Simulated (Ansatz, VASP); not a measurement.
**Cross-check of HfN between VASP and Ansatz**

Aim: how closely do two programs agree when they are given the same cell, functional and k mesh? The cell is taken from a series of VASP runs on this material, whose earlier steps may have relaxed, scaled or displaced it; both programs get it as it stands.

Method: plane waves, with VASP 6.6.1 beside it; single point at PBEsol, in Ansatz 0.2.0.

### 1. The starting structure

It takes space group Fm-3m (No. 225, cubic). The conventional cell has a = 4.491 Å, b = 4.491 Å, c = 4.491 Å, α = 90.00°, β = 90.00°, γ = 90.00°. Nearest to Hf lie 6 N at 2.25 Å. Nearest to N lie 6 Hf at 2.25 Å. Farther neighbours and most contacts between anions are not listed.

Structure file:

```cif
data_structure
_symmetry_space_group_name_H-M 'Fm-3m'
_symmetry_Int_Tables_number 225
_cell_length_a 4.4905
_cell_length_b 4.4905
_cell_length_c 4.4905
_cell_angle_alpha 90.000
_cell_angle_beta 90.000
_cell_angle_gamma 90.000
_cell_volume 90.55
loop_
_atom_site_label
_atom_site_type_symbol
_atom_site_symmetry_multiplicity
_atom_site_Wyckoff_symbol
_atom_site_fract_x
_atom_site_fract_y
_atom_site_fract_z
_atom_site_occupancy
Hf1 Hf 4 a 0.00000 0.00000 0.00000 1
N1 N 4 b 0.50000 0.00000 0.00000 1
```

### 2. VASP: single point, PBEsol

A single point gives forces, pressure and levels at one fixed geometry, so differences don't come from the geometry; what else differs is listed under the comparison.

Lines of VASP's logs that name or quote its potential files are left out, and so is its time.

File INCAR:

```
SYSTEM = HfN
PREC = Accurate
ENCUT = 520
EDIFF = 1E-06
NELM = 100
ISMEAR = -5
SIGMA = 0.05
LREAL = .FALSE.
ALGO = Normal
GGA = PS
NBANDS = 19
LASPH = .TRUE.
LORBIT = 11
LWAVE = .FALSE.
LCHARG = .FALSE.
KPAR = 2
NEDOS = 2001
```

File POSCAR:

```
HfN
1.0
    0.0000000000      2.2452610381      2.2452610381
    2.2452610381      0.0000000000      2.2452610381
    2.2452610381      2.2452610381      0.0000000000
Hf N
1 1
Direct
    0.0000000000      0.0000000000      0.0000000000
    0.5000000000      0.5000000000      0.5000000000
```

File KPOINTS:

```
Automatic mesh
0
Gamma
15 15 15
0 0 0
```

The projector-augmented-wave data sets are Hf_pv and N (PBE family, release 64).

On the command line:

```
$ mpirun -np 2 vasp_std
```

Numbers of over 12 decimals in the logs are rounded to 6 here.

What it wrote:

```text
[banner, memory and clock lines left out]
running    2 mpi-ranks, on    1 nodes
 distrk:  each k-point on    1 cores,    2 groups
 distr:  one band on    1 cores,    1 groups

 POSCAR found type information on POSCAR HfN
 POSCAR found :  2 types and       2 ions
|                                                                             |
|               ----> ADVICE to this user running VASP <----                  |
|                                                                             |
|     You enforced a specific xc type in the INCAR file but a different       |
|     [... a line on the potential file left out ...]
|     I HOPE YOU KNOW WHAT YOU ARE DOING!                                     |
|                                                                             |

 LDA part: xc-table for (Slater+PW92), standard interpolation
 POSCAR, INCAR and KPOINTS ok, starting setup
 FFT: planning ... GRIDC
 FFT: planning ... GRID_SOFT
 FFT: planning ... GRID
 WAVECAR not read
 entering main loop
       N       E                     dE             d eps       ncg     rms          rms(c)
DAV:   1     0.424771022867E+02    0.42477E+02   -0.70834E+03  4584   0.742E+02
DAV:   2    -0.238361929158E+02   -0.66313E+02   -0.62365E+02  5510   0.210E+02
DAV:   3    -0.257164228382E+02   -0.18802E+01   -0.18657E+01  5284   0.275E+01
DAV:   4    -0.257208808069E+02   -0.44580E-02   -0.44578E-02  5176   0.150E+00
DAV:   5    -0.257208893416E+02   -0.85346E-05   -0.85345E-05  5330   0.637E-02    0.521E+01
DAV:   6    -0.231103583198E+02    0.26105E+01   -0.53516E+00  5016   0.154E+01    0.435E+01
DAV:   7    -0.230240455103E+02    0.86313E-01   -0.35815E-01  4940   0.429E+00    0.261E+01
DAV:   8    -0.229977665048E+02    0.26279E-01   -0.81919E-02  4956   0.203E+00    0.464E+00
DAV:   9    -0.229935311305E+02    0.42354E-02   -0.93752E-03  5069   0.671E-01    0.201E+00
DAV:  10    -0.229934050306E+02    0.12610E-03   -0.77076E-04  5033   0.226E-01    0.493E-01
DAV:  11    -0.229933739769E+02    0.31054E-04   -0.58734E-05  5024   0.693E-02    0.843E-02
DAV:  12    -0.229933738519E+02    0.12508E-06   -0.87018E-06  5147   0.198E-02
   1 F= -.22993374E+02 E0= -.22993374E+02  d E =0.000000E+00
|                                                                             |
|           W    W    AA    RRRRR   N    N  II  N    N   GGGG   !!!           |
|           W    W   A  A   R    R  NN   N  II  NN   N  G    G  !!!           |
|           W    W  A    A  R    R  N N  N  II  N N  N  G       !!!           |
|           W WW W  AAAAAA  RRRRR   N  N N  II  N  N N  G  GGG   !            |
|           WW  WW  A    A  R   R   N   NN  II  N   NN  G    G                |
|           W    W  A    A  R    R  N    N  II  N    N   GGGG   !!!           |
|                                                                             |
|     Tetrahedron method does not include variations of the Fermi             |
|     occupations, so forces and stress will be inaccurate. We suggest        |
|     using a different smearing scheme ISMEAR = 1 or 2 for metals in         |
|     relaxations.                                                            |
|                                                                             |
```

From OUTCAR (step 2):

```text
ion  position               nearest neighbor table
   1  0.000  0.000  0.000-   2 2.25   2 2.25   2 2.25   2 2.25   2 2.25   2 2.25
   2  0.500  0.500  0.500-   1 2.25   1 2.25   1 2.25   1 2.25   1 2.25   1 2.25

  LATTYP: Found a face centered cubic cell.
 ALAT       =     4.4905220762

 Subroutine GETGRP returns: Found 48 space group operations
 (whereof 48 operations were pure point group operations)

The static configuration has the point symmetry O_h .

 Found    120 irreducible k-points:

   k-points           NKPTS =    120   k-points in BZ     NKDIM =    120   number of bands    NBANDS=     19

   dimension x,y,z NGX =    24 NGY =   24 NGZ =   24
   dimension x,y,z NGXF=    48 NGYF=   48 NGZF=   48

   ENCUT  =  520.0 eV  38.22 Ry    6.18 a.u.   5.90  5.90  5.90*2*pi/ulx,y,z

   NELECT =      15.0000    total number of electrons

 k-points in reciprocal lattice and weights: Automatic mesh
   0.00000000  0.00000000  0.00000000       0.000
   0.06666667  0.00000000  0.00000000       0.002
   0.13333333  0.00000000  0.00000000       0.002
   0.20000000  0.00000000  0.00000000       0.002
   0.26666667  0.00000000  0.00000000       0.002
   0.33333333  0.00000000  0.00000000       0.002
   0.40000000  0.00000000  0.00000000       0.002
   0.46666667  0.00000000  0.00000000       0.002
   0.06666667  0.06666667  0.00000000       0.002
[...]
-0.33333333  0.46666667  0.20000000       0.007
  -0.26666667  0.46666667  0.20000000       0.007

 average (electrostatic) potential at core
       1 -34.2226       2 -61.5213

 E-fermi :   8.3875

 k-point     1 :       0.0000    0.0000    0.0000
  band No.  band energies     occupation
    ...
      6       5.3579      2.00000
      7       5.3579      2.00000
      8       7.9796      2.00000
      9       7.9796      2.00644
     10       7.9796      2.00644
     11      10.3497      0.00000
     12      10.3497      0.00000
     13      10.3513      0.00000
     14      17.9446      0.00000
     15      20.7033      0.00000
    ...

 k-point     2 :       0.0667    0.0000    0.0000
  band No.  band energies     occupation
    ...
      6       5.0801      2.00000
      7       5.0801      2.00000
      8       8.1134      2.00000
      9       8.1375      1.97682
     10       8.1375      1.55230
     11      10.6808      0.00000
     12      10.7089      0.00000
     13      10.7089      0.00000
     14      18.3036      0.00000
     15      20.7030      0.00000
    ...

 k-point     3 :       0.1333    0.0000    0.0000
  band No.  band energies     occupation
    ...
      4      -8.7656      2.00000
      5       3.8722      2.00000
      6       4.4574      2.00000
      7       4.4574      2.00000
      8       8.3366      1.86780
      9       8.5472      0.09733
     10       8.5472      0.03197
     11      11.5032      0.00000
     12      11.6256      0.00000
     13      11.6256      0.00000
    ...

  Total       -0.0097734     -0.0097734     -0.0097734      0.0000000     -0.0000000      0.0000000
  in kB       -0.6917098     -0.6917098     -0.6917098      0.0000000     -0.0000000      0.0000000
  external PRESSURE =      -0.6917098 kB  Pullay stress =       0.0000000 kB

  energy-cutoff  :      520.00
  volume of cell :       22.64
      direct lattice vectors                 reciprocal lattice vectors
     0.000000000  2.245261038  2.245261038    -0.222691256  0.222691256  0.222691256
     2.245261038  0.000000000  2.245261038     0.222691256 -0.222691256  0.222691256
     2.245261038  2.245261038  0.000000000     0.222691256  0.222691256 -0.222691256

 POSITION                                       TOTAL-FORCE (eV/Angst)
 -----------------------------------------------------------------------------------
      0.00000      0.00000      0.00000         0.000000      0.000000     -0.000000
      2.24526      2.24526      2.24526        -0.000000     -0.000000      0.000000
 -----------------------------------------------------------------------------------
    total drift:                                0.000000     -0.000000     -0.000000

  FREE ENERGIE OF THE ION-ELECTRON SYSTEM (eV)
  ---------------------------------------------------
  free  energy   TOTEN  =       -22.9933738519 eV

  energy  without entropy=      -22.9933738519  energy(sigma->0) =      -22.99337385

 total charge
# of ion       s       p       d       tot
------------------------------------------
    1        0.298   6.602   1.805   8.705
    2        1.228   2.509   0.000   3.737
--------------------------------------------------
tot          1.526   9.111   1.805  12.442

[... 3 further parts left out ...]
```

Harder data sets than Hf_pv exist (the GW ones), and pressures, volumes and forces can shift noticeably with them. With tetrahedra the forces and stress of a metal are not exact derivatives of the energy.

### 3. Ansatz: single point, PBEsol

Ansatz runs on its default PAW (the set named soft_2) files.

The same cell, functional, mesh and smearing now go to Ansatz, which takes its cutoff from its data sets.

File input.yaml:

```yaml
crystal:
  lattice:
    - [0.0, 2.2452610381, 2.2452610381]
    - [2.2452610381, 0.0, 2.2452610381]
    - [2.2452610381, 2.2452610381, 0.0]
  atoms:
    - { symbol: Hf, position: [0.0, 0.0, 0.0] }
    - { symbol: "N", position: [0.5, 0.5, 0.5] }
hamiltonian:
  xc: pbesol
  pseudopotentials: { kind: paw }
kpoints:
  mp_grid: { grid: [15, 15, 15] }
scf:
  occupations: { method: tetrahedron }
output:
  forces: true
  stress: true
  write_density: true
  write_potential: true
  elf: true
  volumetric_format: npy
```

On the command line:

```
$ ansatz run input.yaml --threads 2 --pin off --max-ram 4608MiB --backend cpu --events-out ev --progress --plain --runs-dir out
```

What it wrote:

```text
Warning: output.forces, output.stress, relax.cell or npt_langevin: where a Kohn–Sham band that disperses or a degenerate level is filled in part under the method tetrahedron, the forces or the stress that this run publishes need not agree with its energy (scf.occupations.method in the input reference, under Limitations); prefer a smearing scheme for the forces or the stress
Engine: ansatz 0.2.0, aarch64-unknown-linux-gnu
Pseudopotentials: kind: paw
Pseudopotential: Hf, paw, valence charge 26, recommended cutoff 420 eV (normal), Hf.paw.azcp
Pseudopotential: N, paw, valence charge 5, recommended cutoff 420 eV (normal), N.paw.azcp
Functional definition: PBEsol
  exchange = pbesol_x
  correlation = pbesol_c
Crystal: 2 atoms, lattice volume = 22.638 Å³
Basis set: ecut = 420 eV, 459 PW (Γ), exchange–correlation on 48×48×48 points (8 copies of the dense FFT grid, shifted against one another)
Bands: 20, of which v1, the nominal top of the filled ones, is band 16 counted from 1 (15 counted from 0)
Symmetry: 48 space group operations
Space group: Fm-3m (ITA 225), of the structure as read, at distance tolerance 2.8e-5 Å
k-points: 120 of 3375
Non-local potential: Hf, projectors of the file, l = 0: 3, l = 1: 2, l = 2: 2, l = 3: 3
Non-local potential: N, projectors of the file, l = 0: 2, l = 1: 2, l = 2: 1
PAW form: soft (Blöchl's): semilocal exchange-correlation on the pseudo side does not see the compensation charge
PAW frozen core: Hf, regenerated for the run's functional, and the local potential with it (the file was generated under x = pbe(κ = 0.804, μ = 0.219515), c = pbe(β = 0.066725))
PAW frozen core: N, regenerated for the run's functional, and the local potential with it (the file was generated under x = pbe(κ = 0.804, μ = 0.219515), c = pbe(β = 0.066725))
PAW one-centre angular grid: Hf, 590 points (default); XC on 64 Gauss nodes
PAW one-centre angular grid: N, 110 points (default); XC on 64 Gauss nodes
Initial density: superposition of atomic densities (neutral atoms: chi_scale 0, normalization atom), corrected by the library's trained network
Initial wavefunctions: pseudopotential atomic-orbital guess
Functional: x = pbesol(κ = 0.804, μ = 0.123457), c = pbesol(β = 0.046)
SCF iter   1: F=—  HF=-15980.252018 eV  |F-HF|=—  |Δ(HF+E_count)|=         —  Δρ=8.76e-3  dr2=1.53e-2  ethr=1.77e-3  ⟨swp⟩=5.7  Hψ=10449  notcnv=0
preconditioner: auto → Kerker (q_TF=auto, 2.875 Å⁻¹)  [metal: no gap  n_scr=14 (ndim 8)  ℏωp=42.0 eV  f_vac=0.000]
SCF iter   2: F=—  HF=-15980.247869 eV  |F-HF|=—  |Δ(HF+E_count)|=   4.15e-3  Δρ=2.47e-3  dr2=1.01e-3  ethr=4.93e-5  ⟨swp⟩=2.0  Hψ=4114  notcnv=0  defer=22
SCF iter   3: F=—  HF=-15980.247644 eV  |F-HF|=—  |Δ(HF+E_count)|=   2.25e-4  Δρ=8.98e-4  dr2=1.17e-4  ethr=3.27e-6  ⟨swp⟩=2.0  Hψ=3346  notcnv=0  defer=22
SCF iter   4: F=—  HF=-15980.247630 eV  |F-HF|=—  |Δ(HF+E_count)|=   1.32e-5  Δρ=3.06e-4  dr2=1.42e-5  ethr=3.78e-7  ⟨swp⟩=2.0  Hψ=4761  notcnv=0  defer=22
SCF iter   5: F=—  HF=-15980.247608 eV  |F-HF|=—  |Δ(HF+E_count)|=   2.27e-5  Δρ=9.18e-5  dr2=1.36e-6  ethr=4.57e-8  ⟨swp⟩=2.2  Hψ=4808  notcnv=0  defer=22
SCF iter   6: F=-15980.247609 eV  HF=-15980.247609 eV  |F-HF|=6.53e-8  |Δ(HF+E_count)|=   1.38e-6  Δρ=2.18e-5  dr2=6.24e-8  ethr=3.23e-10  ⟨swp⟩=6.9  Hψ=17663  notcnv=0
SCF 1 converged in 6 iterations: F = -15980.247609 eV  dr2 = 6.24e-8
  greatest PAW one-centre occupation: 0.998 electrons in one spin orbital (limit 2), on the Hf atom at site 0 (counted from 0), in its partial waves of l = 3
SCF converged after 6 iterations
Stability not checked: this state was not tested for a lower state beside it, because cold or Methfessel-Paxton smearing, or corrected tetrahedra, fill the levels in a way that the test cannot read (fill_not_monotonic; see scf.lower_state_search)
Free energy (F): -15980.247609 eV
Harris-Foulkes:  -15980.247609 eV  (|F-HF|=6.53e-8)
Internal energy: -15980.247578 eV  (E = F + TS)
E sigma→0 (E₀):  -15980.247609 eV
Entropy (-TS):   -0.000031 eV (-0.015 meV/atom)
Fermi energy:    24.184137 eV
--- Per-component energies (eV) ---
  E_band       = 192.822357
  E_kinetic    = 558.010202
  E_local      = -4672.689175  (includes V_loc(G=0)·N_el)
  E_nonlocal   = -1192.480451
  E_hartree    = 2222.131952
  E_xc         = -359.253667
  E_vxc        = -344.840978  (∫ρ·V_xc dr)
  E_paw        = -6929.863006  (= ΣΔE_a)
  E_vpaw       = 1400.561665  (= ΣTr[D̂ρ^β])
  E_aug_tail   = 0.000093  (compensation charges beyond the density's cutoff)
  E_ewald      = -5607.382718
  E_core_change = 1.279190  (= ΣΔE_core)
  E_smearing   = -0.000031  (= −TS)
  E_closure    = 0.000000  (closes the sum)
  Σ components = -15980.247609   (vs F -15980.247609, Δ=0.00e0)
--- Forces (eV/Å), atoms counted from 1 ---
  atom   1  Hf    -0.00000000     0.00000000    -0.00000000
  atom   2  N      0.00000000    -0.00000000    -0.00000000
  max |Σ_I F_I| component: 5.00e-30 eV/Å
--- Stress (GPa, compression-positive) ---
        2.114736      -0.000000       0.000000
        0.000000       2.114736      -0.000000
        0.000000       0.000000       2.114736
  P = ⅓ Tr σ = 2.1147 GPa (21.147 kbar)
--- Band table (eV; the first three rows and the last of 120) ---
  k-point 0: bands = [... 12 lower, 21.2365, 21.2365, 21.2365, 23.7443, 23.7443, 23.7443, 26.0985, 26.1157]
  k-point 1: bands = [... 12 lower, 20.7626, 20.9493, 20.9493, 23.8894, 23.9053, 23.9053, 26.4279, 26.4777]
  k-point 2: bands = [... 12 lower, 19.7373, 20.3069, 20.3069, 24.1278, 24.3190, 24.3190, 27.2487, 27.3967]
  k-point 119: bands = [... 12 lower, 17.8574, 18.6249, 18.6932, 24.9309, 25.7213, 29.7528, 29.9170, 30.5275]
```

The job ended after 3.5 s (2 threads of Arm Neoverse N1, shared host; peak memory 0.34 GiB).

In the SCF lines HF is the Harris–Foulkes energy and dr2 the Hartree energy of the density residual, in eV; the loop may stop once dr2 is under the threshold and the program's other checks hold. Hψ counts applications of the Hamiltonian.

The run ends at a pressure of 2.11 GPa.

### 4. Side by side

Known differences besides the potentials themselves: the data sets hold 31 valence electrons in Ansatz (default PAW (the set named soft_2) files) and 15 in VASP; the cutoff is 420 eV in Ansatz and 520 eV in VASP; Ansatz makes its cores anew for this functional, VASP keeps those of its PBE data sets. Total energies have different zeros and are not compared.

Compared:

```
                                        quantity  Ansatz   VASP  difference
                                  pressure (GPa)    2.11  -0.07       +2.18
pressure without Ansatz's Pulay correction (GPa)    1.58  -0.07       +1.65
```

Ansatz's pressure holds a Pulay correction of 0.54 GPa; VASP's holds none.

### 5. Other set-ups

Further runs change the set-up of one program: Ansatz's method, potentials or start, or VASP's data sets, cutoff or form of LDA. The table gives Ansatz less VASP for each quantity, since a change that brings one quantity closer may part another.

```
                                        run  pressure (GPa)  pressure without Ansatz's Pulay correction (GPa)
                                   as above             2.2                                               1.6
                       cores kept as stored             2.2                                               1.7
          Ansatz's all-electron LAPW method             2.2                                                  
    Ansatz's larger PAW set (cutoff 900 eV)             2.3                                               2.2
norm-conserving potentials (cutoff 1143 eV)             1.3
```

### 6. What came out

```
difference in pressure (single point, PBEsol) : 2.2 GPa
```

The difference in pressure is 2.2 GPa (single point, PBEsol), beyond the 1 GPa picked in this series as the mark of a large difference. Single point, PBEsol, Ansatz's larger PAW set (cutoff 900 eV): the difference in pressure without Ansatz's Pulay correction goes from 1.6 to 2.2 GPa. Single point, PBEsol, norm-conserving potentials (cutoff 1143 eV): the difference in pressure goes from 2.2 to 1.3 GPa. 4 further runs of this series are not shown here. How closely two codes agree says nothing of how well the functional describes the real material.

[Lines on the potential files, build, host, timing and source positions are cut from VASP's logs without a mark.]

[Logs are printed without paths, hosts, clocks, repeated set-up lines and the standing remarks that a program may print on its own settings, such as how far it seeks lower states.]

[Hosts, paths, dates, database ids (printed as entryN), source tags and the programs' standing remarks are cut or masked in the printed files.]
